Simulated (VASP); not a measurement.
Crystal: C.

```xyz
4
Lattice="2.4610 0.0000 0.0000 -1.2305 2.1313 0.0000 0.0000 0.0000 6.9763" Properties=species:S:1:pos:R:3 pbc="T T T"
C     0.0000    0.0000    1.7441
C     0.0000    1.4209    1.7441
C     0.0000    0.0000    5.2322
C     1.2305    0.7104    5.2322
```

The cell was built by a generator and needn't be a form met in nature.

Base run:

* Program: VASP 6.6.1
* Functional: PBE
* Potentials or basis: VASP PAW PBE potentials, release 64 (C)
* Cutoff: 520 eV
* k mesh: 16 × 16 × 4
* Occupations: fermi-dirac, width 0.05 eV
* Spin: no spin polarisation

Its results: band gap on the k mesh 0.68 eV, direct; pressure 2.8 GPa.

Question: The run is repeated on the same cell with these changes: dispersion from none to MBD. What comes out?

Answer: Band gap on the k mesh 0.68 eV, direct; pressure 0.4 GPa.

Dispersion adds attraction, which lowers the pressure at fixed volume.

Caveats: this functional lacks dispersion, which binds the layers, so the pressure and a relaxed spacing across them are unreliable (some runs).

A k mesh can miss the band edges.

Not every run made on this cell is shown here.
